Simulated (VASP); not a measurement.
# How plane-wave cutoff and k-mesh change a VASP run on Li3ClO, part 3 of 3

A convergence test on Li3ClO: the plane-wave cutoff and k-mesh. The series runs use LDA. The start is a computed cell from the Materials Project.

VASP 6.6.1; LDA; plane waves and PAW (Li_sv, Cl, O).

So far. Step 15 (K-mesh: 7 7 7): Against the run before the energy stays within 0.01 meV an atom and the pressure within 0.01 GPa, after 14 cycles in 3 s.

## (16) K-mesh: 9 9 9

INCAR

```
SYSTEM = Li3ClO
PREC = Accurate
ENCUT = 650
EDIFF = 1E-06
NELM = 100
ISMEAR = -1
SIGMA = 0.05
LREAL = .FALSE.
ALGO = Normal
GGA = CA
NBANDS = 17
LORBIT = 11
LWAVE = .FALSE.
LCHARG = .FALSE.
KPAR = 4
ISIF = 2
```

POSCAR

```
Li3ClO
1.0
    3.9083370000      0.0000000000      0.0000000000
    0.0000000000      3.9083370000      0.0000000000
    0.0000000000      0.0000000000      3.9083370000
Li Cl O
3 1 1
Direct
    0.0000000000      0.5000000000      0.5000000000
    0.5000000000      0.0000000000      0.5000000000
    0.5000000000      0.5000000000      0.0000000000
    0.0000000000      0.0000000000      0.0000000000
    0.5000000000      0.5000000000      0.5000000000
```

KPOINTS

```
Automatic mesh
0
Gamma
9 9 9
0 0 0
```

Potentials, in the order of the species: Li_sv, Cl and O (PBE family, release 64).

Command:

```sh
mpirun -np 4 vasp_std
```

Log:

```text
[... set-up lines as in an earlier step ...]
 entering main loop
       N       E                     dE             d eps       ncg     rms          rms(c)
DAV:   1     0.141418054695E+03    0.14142E+03   -0.11789E+04  1190   0.154E+03
DAV:   2    -0.125574356235E+02   -0.15398E+03   -0.14938E+03  1472   0.345E+02
DAV:   3    -0.270694743097E+02   -0.14512E+02   -0.14454E+02  2255   0.780E+01
DAV:   4    -0.274100834589E+02   -0.34061E+00   -0.34022E+00  1598   0.153E+01
[...]
DAV:  12    -0.236877400833E+02   -0.11737E-04   -0.15158E-04  1555   0.800E-02    0.112E-02
DAV:  13    -0.236877375688E+02    0.25145E-05   -0.21711E-05  1477   0.273E-02    0.630E-03
DAV:  14    -0.236877375871E+02   -0.18291E-07   -0.93429E-07   719   0.668E-03
   1 F= -.23687738E+02 E0= -.23687738E+02  d E =-.238484E-10
```

The job ended after 4.8 s (4 MPI ranks of Intel Xeon 6975P-C (Granite Rapids), shared host; peak memory 0.68 GiB).

Parts of OUTCAR (step 16):

```text
  Total       -2.0338190     -2.0338190     -2.0338190     -0.0000000      0.0000000     -0.0000000
  in kB      -54.5816770    -54.5816770    -54.5816770     -0.0000000      0.0000000     -0.0000000
  external PRESSURE =     -54.5816770 kB  Pullay stress =       0.0000000 kB

  FREE ENERGIE OF THE ION-ELECTRON SYSTEM (eV)
  ---------------------------------------------------
  free  energy   TOTEN  =       -23.6877375871 eV

  energy  without entropy=      -23.6877375870  energy(sigma->0) =      -23.68773759

[... 2 parts as in an earlier step ...]

[... 2 further parts left out ...]
[key lines of the parts left out:]
E-fermi :   2.4780
```

Against the run before the energy moves by +0.01 meV an atom while the pressure stays within 0.01 GPa, after 14 cycles in 4.8 s.

## (17) K-mesh: 11 11 11

INCAR is that of step 16.

POSCAR is that of step 16.

KPOINTS

```
Automatic mesh
0
Gamma
11 11 11
0 0 0
```

Command:

```sh
mpirun -np 4 vasp_std
```

Log:

```text
[... set-up lines as in an earlier step ...]
 entering main loop
       N       E                     dE             d eps       ncg     rms          rms(c)
DAV:   1     0.141594427882E+03    0.14159E+03   -0.11815E+04  1904   0.155E+03
DAV:   2    -0.125487436335E+02   -0.15414E+03   -0.14947E+03  2355   0.343E+02
DAV:   3    -0.267812750643E+02   -0.14233E+02   -0.14168E+02  3602   0.783E+01
DAV:   4    -0.274080738329E+02   -0.62680E+00   -0.62619E+00  2656   0.163E+01
[...]
DAV:  12    -0.236877423399E+02   -0.11459E-04   -0.14273E-04  2455   0.781E-02    0.102E-02
DAV:  13    -0.236877401123E+02    0.22276E-05   -0.18818E-05  2392   0.260E-02    0.584E-03
DAV:  14    -0.236877401006E+02    0.11685E-07   -0.93309E-07  1146   0.649E-03
   1 F= -.23687740E+02 E0= -.23687740E+02  d E =-.237906E-10
```

It took 6.2 s on 4 MPI ranks; peak memory 0.77 GiB.

OUTCAR, selected parts (step 17):

```text
  Total       -2.0330634     -2.0330634     -2.0330634      0.0000000      0.0000000      0.0000000
  in kB      -54.5613993    -54.5613993    -54.5613993      0.0000000      0.0000000      0.0000000
  external PRESSURE =     -54.5613993 kB  Pullay stress =       0.0000000 kB

  FREE ENERGIE OF THE ION-ELECTRON SYSTEM (eV)
  ---------------------------------------------------
  free  energy   TOTEN  =       -23.6877401006 eV

  energy  without entropy=      -23.6877401006  energy(sigma->0) =      -23.68774010

[... 2 parts as in an earlier step ...]

[... 2 further parts left out ...]
[key lines of the parts left out:]
E-fermi :   2.4780
```

Against the run before the energy stays within 0.01 meV an atom and the pressure within 0.01 GPa, after 14 cycles in 6.2 s.

## (18) The k-mesh series as a table

This step: convergence of LDA results with the mesh; plane waves and PAW (VASP 6.6.1).

Derived from the runs above.

Differences are taken from the run with 11 11 11. Results of the series, by row:

| setting | status | energy less the reference (meV/atom) | pressure (GPa) | gap (eV) | SCF cycles | wall time (s) |
| --- | --- | --- | --- | --- | --- | --- |
| 2 2 2 | converged | 33.2 | -4.368 | 4.616 | 13 | 1.4 |
| 3 3 3 | converged | 2.011 | -5.395 | 4.737 | 13 | 1.4 |
| 4 4 4 | converged | 0.2087 | -5.447 | 4.595 | 14 | 2.2 |
| 5 5 5 | converged | -0.00486 | -5.457 | 4.649 | 14 | 2.2 |
| 7 7 7 | converged | -0.004918 | -5.46 | 4.622 | 14 | 3 |
| 9 9 9 | converged | 5.02e-4 | -5.458 | 4.611 | 14 | 4.8 |
| 11 11 11 | converged | 0 | -5.456 | 4.606 | 14 | 6.2 |

## (19) Summary of results

| Property | Result |
| --- | --- |
| plane-wave cutoff from which the energy stays within 10 meV/atom of the reference | ENCUT = 450 |
| plane-wave cutoff from which the energy stays within 1 meV/atom of the reference | ENCUT = 500 |
| plane-wave cutoff from which the pressure stays within 0.2 GPa of the reference | ENCUT = 570 |
| spread of the pressure over the plane-wave cutoff | 18.7 GPa |
| spread of the energy over the plane-wave cutoff | 289 meV/atom |
| k-mesh from which the energy stays within 10 meV/atom of the reference | 3 3 3 |
| k-mesh from which the energy stays within 1 meV/atom of the reference | 4 4 4 |
| k-mesh from which the pressure stays within 0.2 GPa of the reference | 3 3 3 |
| spread of the pressure over the k-mesh | 1.09 GPa |
| spread of the energy over the k-mesh | 33.2 meV/atom |

**Reading.** From ENCUT = 500 on, the energy stays within 1 meV an atom of the reference, at 45 % of its time. The pressure holds within 0.2 GPa from ENCUT = 570 on. These cutoffs are 0.6 to 2 times the default of the data sets, about 500 eV; at the default the run is off by -0.5 meV an atom, -0.20 GPa, and at 1.3 times by -0.4 meV an atom, -0.16 GPa. Energy differences between like cells converge faster than these totals. From 4 4 4 on, the energy stays within 1 meV an atom of the reference, at 35 % of its time. The pressure holds within 0.2 GPa from 3 3 3 on. The gap in the table jumps with the points that each mesh happens to hold, and is no measure of convergence. Differences are taken from the run with ENCUT = 1000, which is itself not the exact limit. Forces vanish by symmetry in this cell, so the series can't test them. The runs at ENCUT = 300; ENCUT = 370 are over 30 meV an atom or 2 GPa off and describe the material poorly. The run at 2 2 2 is over 30 meV an atom or 2 GPa off and describes the material poorly.

[Lines on the potential files, build, host, timing and source positions are cut from VASP's logs without a mark.]

[Logs are printed without paths, hosts, clocks, repeated set-up lines and the standing remarks that a program may print on its own settings, such as how far it seeks lower states.]

[Hosts, paths, dates, database ids (printed as entryN), source tags and the programs' standing remarks are cut or masked in the printed files.]

[A measured line is paired with the nearest computed mode of its activity, which favours agreement.]
